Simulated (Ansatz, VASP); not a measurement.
## One calculation of Ta3B2N, two programs

Contents of INCAR:

```
SYSTEM = Ta3B2N
ALGO     = Normal         ! electronic algorithm
EDIFF    = 1E-6           ! SCF threshold, eV
ENCUT    = 520            ! plane-wave cutoff, eV
GGA      = PE             ! functional
ISIF     = 2              ! what is computed and relaxed
ISMEAR   = 0              ! smearing method
LASPH    = .TRUE.         ! aspherical terms in the spheres
LCHARG   = .TRUE.         ! write CHGCAR
LELF     = .TRUE.         ! ELF
LREAL    = .FALSE.        ! projectors in reciprocal space
LVHAR    = .TRUE.       
LWAVE    = .FALSE.        ! write WAVECAR
NBANDS   = 31             ! bands
NELM     = 60             ! most SCF steps
PREC     = Accurate       ! precision mode
SIGMA    = 0.1            ! smearing width, eV
```

Contents of KPOINTS:

```
k-points
0
G
  4 4 6
  0 0 0
```

The input POSCAR:

```
Ta3B2N
1.0
    2.6498095500     -4.5844824800      0.0000000000
    2.6498095500      4.5844824800      0.0000000000
   -0.0200523000      0.0000000000      3.0234089900
Ta B N
3 2 1
Direct
    0.0000000000      0.5000000000      0.5000000000
    0.5000000000      0.0000000000      0.5000000000
    0.5000000000      0.5000000000      0.5000000000
    0.6680000000      0.3320000000      0.0000000000
    0.3320000000      0.6680000000      0.0000000000
    0.0000000000      0.0000000000      0.0000000000
```

Input for Ansatz:

```yaml
crystal:
  lattice:
    - [2.64980955, -4.58448248, 0.0]
    - [2.64980955, 4.58448248, 0.0]
    - [-0.0200523, 0.0, 3.02340899]
  atoms:
    - { symbol: Ta, position: [0.0, 0.5, 0.5] }
    - { symbol: Ta, position: [0.5, 0.0, 0.5] }
    - { symbol: Ta, position: [0.5, 0.5, 0.5] }
    - { symbol: B, position: [0.668, 0.332, 0.0] }
    - { symbol: B, position: [0.332, 0.668, 0.0] }
    - { symbol: "N", position: [0.0, 0.0, 0.0] }
basis:
  ecutwfc: 420
kpoints:
  mp_grid: { grid: [4, 4, 6] }
hamiltonian:
  xc: pbe
scf:
  occupations: { method: gaussian, width: 0.1 }
  lower_state_search: "off"
output:
  forces: true
  stress: true
  eigenvalues: true
```

Change from the starting cell: species swapped into the YB2Ir3 type (C2/m, No. 12).

Alike in both runs: task single point; functional PBE; k mesh 4 × 4 × 6; occupations gaussian, width 0.1 eV; no spin polarisation.

|  | VASP | Ansatz |
| --- | --- | --- |
| version | VASP 6.6.1 | Ansatz 0.2.0 |
| potentials or method | VASP PAW PBE potentials, release 64 (Ta_pv, B, N) | scalar-relativistic, plane waves, PAW |
| plane-wave cutoff (eV) | 520 | 420 |
| valence electrons in the cell | 44 | 50 |

|  | VASP | Ansatz | Ansatz less VASP |
| --- | --- | --- | --- |
| gap on the k mesh at the Fermi level (eV) | none | none | - |
| rms of the force components (eV/Å) | 0.060 | 0.060 | -0.0002 |

Atom by atom the forces differ by 0.000 eV/Å (rms over components). A gap of «none» marks a metal or a gap that the smearing closes. With one functional, cell and mesh, what is left measures potentials, basis and numerics. The two sets of potentials don't hold the same shells in valence.

 The runs have no spin-orbit coupling, so splittings on Ta are missing.
